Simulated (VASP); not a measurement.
Data:

```
CELL_PARAMETERS angstrom
      3.75908     0.00000     0.00000
      0.00000     3.75908     0.00000
      0.00000     0.00000     3.75908
ATOMIC_POSITIONS crystal
  Sr 0.00000 0.00000 0.00000
  V  0.50000 0.50000 0.50000
  O  0.50000 0.00000 0.50000
  O  0.00000 0.50000 0.50000
  O  0.50000 0.50000 0.00000
```

These are rev-vdW-DF2, VASP's PBE PAW potentials (set 64) (plane waves; VASP) values and carry that method's errors. Numerical set-up: 520 eV cut-off, 8×8×8 Γ-centred mesh, first-order Methfessel-Paxton smearing of 0.10 eV, potentials Sr_sv V_sv O.

**Question.** Give the stress tensor in GPa (positive for a compressed cell).

**Answer.** 
```
13.87   0.00   0.00
 0.00  13.87   0.00
 0.00   0.00  13.87
```
The pressure is its mean diagonal, 13.87 GPa.

The compound is SrVO3 in the cubic perovskite structure. This cell is one point of a volume scan, at 0.94 of the reference volume. The run is not spin-polarised, so no magnetic state was tried. The electron count is odd and the run is not spin-polarised, which forces a metal.
